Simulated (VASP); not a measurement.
Here is the system:

```xyz
3
Lattice="2.2507 -3.8983 0.0000 2.2507 3.8983 0.0000 0.0000 0.0000 4.9858" Properties=species:S:1:pos:R:3 pbc="T T T"
Se     0.4896     0.8481     3.3239
Se     3.5221     0.0000     0.0000
Se     0.4896    -0.8481     1.6619
```

The numbers are results of r2SCAN meta-GGA, VASP's PBE PAW potentials (set 64) (plane waves; VASP), not measurements. Numerical set-up: 480 eV cut-off, 6×6×4 Γ-centred mesh, Gaussian smearing of 0.050 eV, potentials Se.

Energy and stress use the plane-wave basis of the starting cell.

Task: The ions, cell shape and volume at an external pressure of 15.0 GPa are relaxed. Which structure does the run end with?

Result: 
```xyz
3
Lattice="1.8358 -3.1797 0.0000 1.8358 3.1797 0.0000 0.0000 0.0000 5.1041" Properties=species:S:1:pos:R:3 pbc="T T T"
Se     0.4978     0.8623     3.4027
Se     2.6759     0.0000     0.0000
Se     0.4978    -0.8623     1.7014
```
Space group P3_121 (152), at a tolerance of 0.03 Å.

Task: How do energy and volume change from the first to the last step?

Result: The energy (σ→0) changes by +256.7 meV/atom and the volume by -31.9 %, in 17 ionic steps.

| step | E(σ→0) (eV) | max force (eV/Å) | pressure (GPa) | volume (Å³) |
|---|---|---|---|---|
| 1 | -42.9259 | 0.000 | 0.02 | 87.49 |
| 2 | -39.3061 | 7.704 | 55.99 | 57.30 |
| 3 | -42.4012 | 2.335 | 13.84 | 73.24 |
| 4 | -42.3473 | 2.471 | 14.75 | 72.63 |
| 5 | -42.2697 | 1.255 | 16.85 | 64.55 |
| 6 | -41.1804 | 0.343 | 33.28 | 53.39 |
| 7 | -41.9020 | 0.816 | 22.66 | 59.05 |
| 8 | -42.5117 | 0.623 | 4.35 | 66.13 |
| 9 | -42.3129 | 0.010 | 13.16 | 62.10 |
| 10 | -42.2708 | 0.030 | 13.70 | 61.18 |
| 11 | -42.1617 | 0.049 | 14.83 | 59.66 |
| 12 | -42.1404 | 0.051 | 15.03 | 59.43 |
| 13 | -42.1457 | 0.051 | 14.99 | 59.48 |
| 14 | -42.1466 | 0.022 | 15.10 | 59.49 |
| 15 | -42.1471 | 0.003 | 15.17 | 59.49 |
| 16 | -42.1705 | 0.011 | 14.64 | 59.75 |
| 17 | -42.1559 | 0.006 | 14.97 | 59.59 |

The compound is Se in the trig structure. This run relaxes it under an external pressure of 15 GPa. Symmetry was kept, so distortions that lower it aren't found.
